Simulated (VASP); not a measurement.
Input:

```yaml
crystal:
  lattice:
    - [0.00000, 2.65895, 2.65895]
    - [2.65895, 0.00000, 2.65895]
    - [2.65895, 2.65895, 0.00000]
  atoms:
    - { symbol: K, position: [0.00000, 0.00000, 0.00000] }
    - { symbol: F, position: [0.50000, 0.50000, 0.50000] }
```

Computed with r2SCAN meta-GGA, VASP's PBE PAW potentials (set 64) (plane waves; VASP 6.6.1). Numerical set-up: 520 eV cut-off, 10×10×10 Γ-centred mesh, tetrahedra with Blöchl corrections, potentials K_sv F.

Q: Predict the energy per atom (σ→0), band gap (over mesh and band path) with the smallest direct gap where there is one.

A: 
The band gap (over mesh and band path) is 6.91 eV and the smallest direct gap (over mesh and band path) is 6.91 eV. The energy per atom (σ→0) is -7.486 eV/atom.

The absolute energy has meaning only against runs of the same code, potentials and settings.

The compound is KF in the rock salt structure. It was relaxed first.
